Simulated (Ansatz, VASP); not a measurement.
# Two plane-wave programs on ScF3

The input INCAR:

```
SYSTEM = ScF3
  ALGO = Normal
  EDIFF = 1E-8
  ENCUT = 520
  GGA = CA
  ISIF = 2
  ISMEAR = -1
  LASPH = .TRUE.
  LCHARG = .FALSE.
  LEFG = .TRUE.
  LREAL = .FALSE.
  LWAVE = .FALSE.
  NBANDS = 24
  NELM = 80
  PREC = Accurate
  SIGMA = 0.02
```

Contents of KPOINTS:

```
k-points
0
G
  6 6 6
  0 0 0
```

POSCAR

```
ScF3
1.0
    4.0124500000      0.0000000000      0.0000000000
    0.0000000000      4.0124500000      0.0000000000
    0.0000000000      0.0000000000      4.0124500000
Sc F
1 3
Direct
    0.0000000000      0.0000000000      0.0000000000
    0.5000000000      0.0000000000      0.0000000000
    0.0000000000      0.5000000000      0.0000000000
    0.0000000000      0.0000000000      0.5000000000
```

Input for Ansatz:

```yaml
crystal:
  lattice:
    - [4.01245, 0.0, 0.0]
    - [0.0, 4.01245, 0.0]
    - [0.0, 0.0, 4.01245]
  atoms:
    - { symbol: Sc, position: [0.0, 0.0, 0.0] }
    - { symbol: F, position: [0.5, 0.0, 0.0] }
    - { symbol: F, position: [0.0, 0.5, 0.0] }
    - { symbol: F, position: [0.0, 0.0, 0.5] }
kpoints:
  mp_grid: { grid: [6, 6, 6] }
  band_path:
    path:
      - [0.0, 0.0, 0.0]
      - [0.0, 0.5, 0.0]
      - [0.5, 0.5, 0.0]
      - [0.0, 0.0, 0.0]
      - [0.5, 0.5, 0.5]
      - [0.0, 0.5, 0.0]
      - [0.5, 0.5, 0.5]
      - [0.5, 0.5, 0.0]
    npoints: 14
scf:
  occupations: { method: fermi_dirac, width: 0.02 }
hamiltonian:
  xc: lda
  pseudopotentials: { kind: paw }
output:
  forces: true
  stress: true
  eigenvalues: true
  efg: { contact_densities: true }
  populations: true
  bader: true
  dos: { projected: true, de: 0.2, e_range: [-14, 8] }
  write_density: true
  write_potential: true
  elf: true
  volumetric_format: npy
```

Alike in both runs: task electric field gradients; functional LDA; k mesh 6 × 6 × 6; occupations fermi-dirac, width 0.02 eV; no spin polarisation.

|  | VASP | Ansatz |
| --- | --- | --- |
| version | VASP 6.6.1 | Ansatz 0.2.0 |
| potentials or method | VASP PAW LDA potentials, release 64 (Sc_sv, F) | PAW with Ansatz's default frozen-core files, scalar-relativistic |
| plane-wave cutoff (eV) | 520 | 420 |
| valence electrons in the cell | 32 | 32 |

|  | VASP | Ansatz | Ansatz less VASP |
| --- | --- | --- | --- |
| gap on the k mesh at the Fermi level (eV) | 6.18 | 6.21 | +0.029 |
| pressure (GPa) | -2.3 | -3.0 | -0.66 |
| Vzz of the field gradient on the site that differs most (V/Å²) | 55.7 | 57.5 | +1.78 |

A k mesh can miss the band edges. As with any semilocal functional, this LDA gap is likely too small.
